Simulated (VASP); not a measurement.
# Cs3Pt (Pm-3m) in VASP: equation of state

How stiff is Cs3Pt in PBE, and what volume does it want? The cell is scaled to several volumes.

Everything below comes from runs of VASP 6.6.1. Logs are shortened: lines on timing, memory, paths and dates and some standing lists are left out, and cuts for length are marked.

## Step 1: The structure

It takes space group Pm-3m (No. 221, cubic). Conventional cell: a = 5.778 Å, b = 5.778 Å, c = 5.778 Å, α = 90.00°, β = 90.00°, γ = 90.00°. Around Pt (site symmetry m-3m) lie 12 Cs at 4.09 Å. Cs (site symmetry 4/mmm) has 4 Pt at 4.09 Å and 8 Cs at 4.09 Å as nearest neighbours.

The cell comes from a database or a generator and needn't be the stable form of this composition.

## Step 2: Equation of state, PBE, 45.32 Å³/atom (volume scaled by 0.94)

The input, INCAR:

```
SYSTEM = Cs3Pt
ALGO     = Normal         ! electronic algorithm
EDIFF    = 1E-7           ! SCF threshold, eV
ENCUT    = 520            ! plane-wave cutoff, eV
GGA      = PE             ! functional
ISIF     = 2              ! what is computed and relaxed
ISMEAR   = -1             ! smearing method
LASPH    = .TRUE.         ! aspherical terms in the spheres
LCHARG   = .FALSE.        ! write CHGCAR
LREAL    = .FALSE.        ! projectors in reciprocal space
LWAVE    = .FALSE.        ! write WAVECAR
NBANDS   = 26             ! bands
NELM     = 60             ! most SCF steps
PREC     = Accurate       ! precision mode
SIGMA    = 0.05           ! smearing width, eV
```

The input, KPOINTS:

```
k-points
0
G
  5 5 5
  0 0 0
```

The input, POSCAR:

```
Cs3Pt
1.0
    5.6597086198      0.0000000000      0.0000000000
    0.0000000000      5.6597086198      0.0000000000
    0.0000000000      0.0000000000      5.6597086198
Pt Cs
1 3
Direct
    0.5000000000      0.5000000000      0.5000000000
    0.5000000000      0.0000000000      0.0000000000
    0.0000000000      0.5000000000      0.0000000000
    0.0000000000      0.0000000000      0.5000000000
```

Potentials or basis: VASP PAW PBE potentials, release 64 (Pt, Cs_sv).

Launch:

```bash
cat potpaw_PBE.64/Pt/POTCAR potpaw_PBE.64/Cs_sv/POTCAR > POTCAR
mpirun -np 1 vasp_std > vasp.out
```

OUTCAR:

```text
SYSTEM = Cs3Pt
   EDIFF = 1E-7
   ENCUT = 520
   GGA = PE
   ISIF = 2
   ISMEAR = -1
   LASPH = .TRUE.
   LREAL = .FALSE.
   NELM = 60
   PREC = Accurate

 Found     10 irreducible k-points:

 Following reciprocal coordinates:
            Coordinates               Weight
  0.000000  0.000000  0.000000      1.000000
  0.200000  0.000000  0.000000      6.000000
  0.400000  0.000000  0.000000      6.000000
  0.200000  0.200000  0.000000     12.000000
  0.400000  0.200000  0.000000     24.000000
  0.400000  0.400000  0.000000     12.000000
   k-points           NKPTS =     10   k-points in BZ     NKDIM =     10   number of bands    NBANDS=     26
   number of dos      NEDOS =    301   number of ions     NIONS =      4
   total plane-waves  NPLWV =  74088
   dimension x,y,z NGX =    42 NGY =   42 NGZ =   42
   dimension x,y,z NGXF=    84 NGYF=   84 NGZF=   84
   ions per type =               1   3
   NGX,Y,Z   is equivalent  to a cutoff of  12.34, 12.34, 12.34 a.u.
   NGXF,Y,Z  is equivalent  to a cutoff of  24.67, 24.67, 24.67 a.u.
 SYSTEM =  Cs3Pt
   PREC   = accura    normal or accurate (medium, high low for compatibility)
   ISTART =      0    job   : 0-new  1-cont  2-samecut
   ICHARG =      2    charge: 1-file 2-atom 10-const
   ISPIN  =      1    spin polarized calculation?
   LNONCOLLINEAR =      F non collinear calculations
   LSORBIT =      F    spin-orbit coupling
   LASPH  =      T    aspherical Exc in radial PAW
   ENCUT  =  520.0 eV  38.22 Ry    6.18 a.u.  10.52 10.52 10.52*2*pi/ulx,y,z
   NELM   =     60;   NELMIN=  2; NELMDL= -5     # of ELM steps
   EDIFF  = 0.1E-06   stopping-criterion for ELM
   LREAL  =      F    real-space projection
   EDIFFG = 0.1E-05   stopping-criterion for IOM
   NSW    =      0    number of steps for IOM
   IBRION =     -1    ionic relax: 0-MD 1-quasi-New 2-CG
   NFREE  =      0    steps in history (QN), initial steepest desc. (CG)
   ISIF   =      2    stress and relaxation
   ISYM   =      2    0-nonsym 1-usesym 2-fastsym
   POTIM  = 0.5000    time-step for ionic-motion
   TEBEG  =    0.0;   TEEND  =   0.0 temperature during run
   PSTRESS=    0.0 pullay stress
   NELECT =      37.0000    total number of electrons
   NUPDOWN=      -1.0000    fix difference up-down
   EMIN   =  10.00;   EMAX   =-10.00  energy-range for DOS
   EFERMI =   0.00;   METHOD = LEGACY
   ISMEAR =    -1;   SIGMA  =   0.05  broadening in eV -4-tet -1-fermi 0-gaus
   EFERMI_NEDOS =   21; number of points for ismear=-14 and -15
   IALGO  =     38    algorithm
   IMIX   =      4    mixing-type and parameters
     AMIX     =   0.40;   BMIX     =  1.00
     AMIX_MAG =   1.60;   BMIX_MAG =  1.00
  volume/ion in A,a.u.               =      45.32       305.86
  Fermi-wavevector in a.u.,A,eV,Ry     =   0.963862  1.821434 12.640209  0.929029
  Thomas-Fermi vector in A             =   2.093443
   LORBIT       =      0    0 simple, 1 ext, 2 COOP (PROOUT), +10 PAW based schemes
   GGA     = PE    functional components
   LHFCALC =     F    Hartree Fock is set to
   AEXX    =    0.0000 exact exchange contribution
   IVDW    =     0    specifies the selected vdW correction
   LEPSILON=     F    determine dielectric tensor
   LRPA    =     F    only Hartree local field effects (RPA)
 non-spin polarized calculation
  energy-cutoff  :      520.00
  volume of cell :      181.29
 maximum number of plane-waves:      4945
 NGX is ok and might be reduce to    42
   NGX = 21   NGY = 21   NGZ = 21

 number of electron      37.0000013 magnetization

 Free energy of the ion-electron system (eV)
  ---------------------------------------------------
  ext. energy  EPLUGINS =         0.00000000
  ---------------------------------------------------
  free energy    TOTEN  =        -7.79895157 eV

  energy without entropy =       -7.77385517  energy(sigma->0) =       -7.78640337

 E-fermi :   3.2419     XC(G=0):  -8.1560

 val. band max:        3.1823773865   @ k =   0.4000   0.2000   0.0000
 cond. band min:       3.2531174391   @ k =   0.4000   0.2000   0.2000
 fundamental gap:      0.0707400526
 Fermi energy:         3.2419413215

 k-point     1 :       0.0000    0.0000    0.0000
  band No.  band energies     occupation
      1     -20.5294      2.00000
      2     -20.2446      2.00000
      3     -20.2446      2.00000
      4      -7.8911      2.00000
      5      -7.8911      2.00000
      6      -7.8911      2.00000
[... 18 lines left out ...]
     25       6.5249      0.00000
     26       6.5249      0.00000

 k-point     2 :       0.2000    0.0000    0.0000
  band No.  band energies     occupation
      1     -20.5061      2.00000
      2     -20.2689      2.00000
      3     -20.2441      2.00000
      4      -7.8339      2.00000
      5      -7.8339      2.00000
      6      -7.8065      2.00000
[... 18 lines left out ...]
     25       6.1886      0.00000
     26       6.2383      0.00000

 k-point     3 :       0.4000    0.0000    0.0000
  band No.  band energies     occupation
      1     -20.4514      2.00000
      2     -20.3252      2.00000
      3     -20.2433      2.00000
      4      -7.7144      2.00000
      5      -7.7144      2.00000
      6      -7.5611      2.00000
[... 18 lines left out ...]
     25       6.4403      0.00000
     26       6.4690      0.00000

 k-point     4 :       0.2000    0.2000    0.0000
  band No.  band energies     occupation
      1     -20.4844      2.00000
      2     -20.2776      2.00000
      3     -20.2572      2.00000
      4      -7.9014      2.00000
      5      -7.7742      2.00000
      6      -7.6235      2.00000
[... 18 lines left out ...]
     25       5.7661      0.00000
     26       6.2059      0.00000

 k-point     5 :       0.4000    0.2000    0.0000
  band No.  band energies     occupation
      1     -20.4328      2.00000
      2     -20.3251      2.00000
      3     -20.2615      2.00000
      4      -7.8483      2.00000
      5      -7.6462      2.00000
      6      -7.4895      2.00000
[... 18 lines left out ...]
     25       6.0294      0.00000
     26       6.1866      0.00000

 k-point     6 :       0.4000    0.4000    0.0000
  band No.  band energies     occupation
      1     -20.3864      2.00000
      2     -20.3301      2.00000
      3     -20.3018      2.00000
      4      -7.9374      2.00000
      5      -7.6868      2.00000
      6      -7.4829      2.00000
[... 18 lines left out ...]
     25       5.4799      0.00000
     26       6.3135      0.00000

 [... further k-points ...]

------------------------ aborting loop because EDIFF is reached ----------------------------------------

  FORCE on cell =-STRESS in cart. coord.  units (eV):
  Direction    XX          YY          ZZ          XY          YZ          ZX
  --------------------------------------------------------------------------------------
  -------------------------------------------------------------------------------------
  Total        0.3485614      0.3485614      0.3485614      0.0000000     -0.0000000     -0.0000000
  in kB        3.0804038      3.0804038      3.0804038      0.0000000     -0.0000000     -0.0000000
  external PRESSURE =       3.0804038 kB  Pullay stress =       0.0000000 kB

 VOLUME and BASIS-vectors are now :
 -----------------------------------------------------------------------------
  energy-cutoff  :      520.00
  volume of cell :      181.29
      direct lattice vectors                 reciprocal lattice vectors
     5.659708620  0.000000000  0.000000000     0.176687541  0.000000000  0.000000000
     0.000000000  5.659708620  0.000000000     0.000000000  0.176687541  0.000000000
     0.000000000  0.000000000  5.659708620     0.000000000  0.000000000  0.176687541

 POSITION                                       TOTAL-FORCE (eV/Angst)
 -----------------------------------------------------------------------------------
      2.82985      2.82985      2.82985         0.000000      0.000000      0.000000
      2.82985      0.00000      0.00000         0.000000      0.000000      0.000000
      0.00000      2.82985      0.00000         0.000000      0.000000      0.000000
      0.00000      0.00000      2.82985         0.000000      0.000000      0.000000
 -----------------------------------------------------------------------------------
    total drift:                                0.000000      0.000000     -0.000000

  FREE ENERGIE OF THE ION-ELECTRON SYSTEM (eV)
  ---------------------------------------------------
  free  energy   TOTEN  =        -7.7989515688 eV

  energy  without entropy=       -7.7738551712  energy(sigma->0) =       -7.78640337
```

It took 39 s on 1 thread of Intel Xeon Platinum 8559C (Emerald Rapids), shared host; peak memory 0.26 GiB.

What came out:

```yaml
Free_energy: -7.7990 eV
Pressure: 0.3 GPa
Band_gap_on_the_k_mesh: none (metal or under the smearing width)
```

## Step 3: Equation of state, PBE, 46.29 Å³/atom (volume scaled by 0.96)

The input, INCAR:

```
SYSTEM = Cs3Pt
PREC = Accurate
ENCUT = 520
EDIFF = 1E-7
ISMEAR = -1
SIGMA = 0.05
LREAL = .False.
LASPH = .True.
NELM = 80
ALGO = Normal
ISIF = 2
LWAVE = .False.
LCHARG = .False.
GGA = PE
NBANDS = 26
```

The input, KPOINTS:

```
regular mesh
0
Gamma
  5 5 5
  0 0 0
```

The input, POSCAR:

```
Cs3Pt
1.0
    5.6995670360      0.0000000000      0.0000000000
    0.0000000000      5.6995670360      0.0000000000
    0.0000000000      0.0000000000      5.6995670360
Pt Cs
1 3
Direct
    0.5000000000      0.5000000000      0.5000000000
    0.5000000000      0.0000000000      0.0000000000
    0.0000000000      0.5000000000      0.0000000000
    0.0000000000      0.0000000000      0.5000000000
```

Potentials or basis: VASP PAW PBE potentials, release 64 (Pt, Cs_sv).

Launch:

```bash
cat potpaw_PBE.64/Pt/POTCAR potpaw_PBE.64/Cs_sv/POTCAR > POTCAR
mpirun -np 1 vasp_std > vasp.out
```

Wall time 38 s (1 thread of Intel Xeon Platinum 8559C (Emerald Rapids), shared host); peak memory 0.26 GiB.

Results (log left out):

| Item | Value |
| --- | --- |
| Free energy | -7.8046 eV |
| Pressure | 0.1 GPa |
| Band gap on the k mesh | none (metal or under the smearing width) |

## Step 4: Equation of state, PBE, 47.25 Å³/atom (volume scaled by 0.98)

The input, INCAR:

```
  PREC = Accurate
  ENCUT = 520
  EDIFF = 1E-7
  ISMEAR = -1
  SIGMA = 0.05
  LREAL = F
  LASPH = T
  NELM = 60
  ALGO = Normal
  ISIF = 2
  LWAVE = F
  LCHARG = F
  GGA = PE
  NBANDS = 26
```

The input, KPOINTS:

```
regular mesh
0
Gamma
  5 5 5
```

The input, POSCAR:

```
Cs3Pt
1.0
    5.7388756370      0.0000000000      0.0000000000
    0.0000000000      5.7388756370      0.0000000000
    0.0000000000      0.0000000000      5.7388756370
Pt Cs
1 3
Direct
    0.5000000000      0.5000000000      0.5000000000
    0.5000000000      0.0000000000      0.0000000000
    0.0000000000      0.5000000000      0.0000000000
    0.0000000000      0.0000000000      0.5000000000
```

Launch:

```bash
cat potpaw_PBE.64/Pt/POTCAR potpaw_PBE.64/Cs_sv/POTCAR > POTCAR
mpirun -np 1 vasp_std > vasp.out
```

It took 42 s on 1 thread of Intel Xeon Platinum 8559C (Emerald Rapids), shared host; peak memory 0.32 GiB.

It converged, with:

| Property | Result |
| --- | --- |
| Free energy | -7.8059 eV |
| Pressure | -0.1 GPa |
| Band gap on the k mesh | none (metal or under the smearing width) |

## Step 5: Equation of state, PBE, 49.18 Å³/atom (volume scaled by 1.02)

The input, INCAR:

```
SYSTEM = Cs3Pt
PREC = Accurate
ENCUT = 520
EDIFF = 1E-7
ISMEAR = -1
SIGMA = 0.05
LREAL = .FALSE.
LASPH = .TRUE.
NELM = 100
ALGO = Normal
ISIF = 2
LWAVE = .FALSE.
LCHARG = .FALSE.
GGA = PE
NBANDS = 26
```

The input, KPOINTS:

```
regular mesh
0
G
  5 5 5
  0 0 0
```

The input, POSCAR:

```
Cs3Pt
1.0
    5.8159167178      0.0000000000      0.0000000000
    0.0000000000      5.8159167178      0.0000000000
    0.0000000000      0.0000000000      5.8159167178
Pt Cs
1 3
Direct
    0.5000000000      0.5000000000      0.5000000000
    0.5000000000      0.0000000000      0.0000000000
    0.0000000000      0.5000000000      0.0000000000
    0.0000000000      0.0000000000      0.5000000000
```

Launch:

```bash
cat potpaw_PBE.64/Pt/POTCAR potpaw_PBE.64/Cs_sv/POTCAR > POTCAR
mpirun -np 1 vasp_std > vasp.out
```

Wall time 46 s (1 thread of Intel Xeon Platinum 8559C (Emerald Rapids), shared host); peak memory 0.33 GiB.

The run converged. Its results:

```yaml
Free_energy: -7.7966 eV
Pressure: -0.4 GPa
Band_gap_on_the_k_mesh: none (metal or under the smearing width)
```

## Step 6: Equation of state, PBE, 50.15 Å³/atom (volume scaled by 1.04)

The input, INCAR:

```
SYSTEM = Cs3Pt
ALGO     = Normal         ! electronic algorithm
EDIFF    = 1E-7           ! SCF threshold, eV
ENCUT    = 520            ! plane-wave cutoff, eV
GGA      = PE             ! functional
ISIF     = 2              ! what is computed and relaxed
ISMEAR   = -1             ! smearing method
LASPH    = .True.         ! aspherical terms in the spheres
LCHARG   = .False.        ! write CHGCAR
LREAL    = .False.        ! projectors in reciprocal space
LWAVE    = .False.        ! write WAVECAR
NBANDS   = 26             ! bands
NELM     = 80             ! most SCF steps
PREC     = Accurate       ! precision mode
SIGMA    = 0.05           ! smearing width, eV
```

The input, KPOINTS:

```
k-points
0
Gamma
  5 5 5
  0 0 0
```

The input, POSCAR:

```
Cs3Pt
1.0
    5.8536834690      0.0000000000      0.0000000000
    0.0000000000      5.8536834690      0.0000000000
    0.0000000000      0.0000000000      5.8536834690
Pt Cs
1 3
Direct
    0.5000000000      0.5000000000      0.5000000000
    0.5000000000      0.0000000000      0.0000000000
    0.0000000000      0.5000000000      0.0000000000
    0.0000000000      0.0000000000      0.5000000000
```

Potentials or basis: VASP PAW PBE potentials, release 64 (Pt, Cs_sv).

Launch:

```bash
cat potpaw_PBE.64/Pt/POTCAR potpaw_PBE.64/Cs_sv/POTCAR > POTCAR
mpirun -np 1 vasp_std > vasp.out
```

It took 35 s on 1 thread of Intel Xeon Platinum 8559C (Emerald Rapids), shared host; peak memory 0.32 GiB.

The run converged. Its results:

| Item | Value |
| --- | --- |
| Free energy | -7.7869 eV |
| Pressure | -0.5 GPa |
| Band gap on the k mesh | none (metal or under the smearing width) |

## Step 7: Equation of state, PBE, 51.11 Å³/atom (volume scaled by 1.06)

The input, INCAR:

```
ALGO = Normal
EDIFF = 1E-7
ENCUT = 520
GGA = PE
ISIF = 2
ISMEAR = -1
LASPH = T
LCHARG = F
LREAL = F
LWAVE = F
NBANDS = 26
NELM = 100
PREC = Accurate
SIGMA = 0.05
```

The input, KPOINTS:

```
k-points
0
Gamma
  5 5 5
```

The input, POSCAR:

```
Cs3Pt
1.0
    5.8909690823      0.0000000000      0.0000000000
    0.0000000000      5.8909690823      0.0000000000
    0.0000000000      0.0000000000      5.8909690823
Pt Cs
1 3
Direct
    0.5000000000      0.5000000000      0.5000000000
    0.5000000000      0.0000000000      0.0000000000
    0.0000000000      0.5000000000      0.0000000000
    0.0000000000      0.0000000000      0.5000000000
```

Launch:

```bash
cat potpaw_PBE.64/Pt/POTCAR potpaw_PBE.64/Cs_sv/POTCAR > POTCAR
mpirun -np 1 vasp_std > vasp.out
```

Run time: 51 s. Hardware: 1 thread of Intel Xeon Platinum 8559C (Emerald Rapids), shared host; peak memory 0.32 GiB.

The run converged. Its results:

```yaml
Free_energy: -7.7743 eV
Pressure: -0.6 GPa
Band_gap_on_the_k_mesh: none (metal or under the smearing width)
```

## Step 8: Equation of state, PBE

No new run: the results of the series are fitted here.

Results:

| Property | Result |
| --- | --- |
| Equilibrium volume | 47.05 Å³/atom |
| Bulk modulus | 8.3 GPa |
| Pressure derivative of the bulk modulus | 4.0 |

Energy against volume, from the lowest point:
```tsv
volume (Å³/atom)	energy (meV/atom)
45.323	1.73
46.288	0.32
47.252	0.00
48.216	0.70
49.181	2.31
50.145	4.73
51.109	7.90
```

Spin-orbit coupling is left out, which matters for the levels of Cs, Pt.
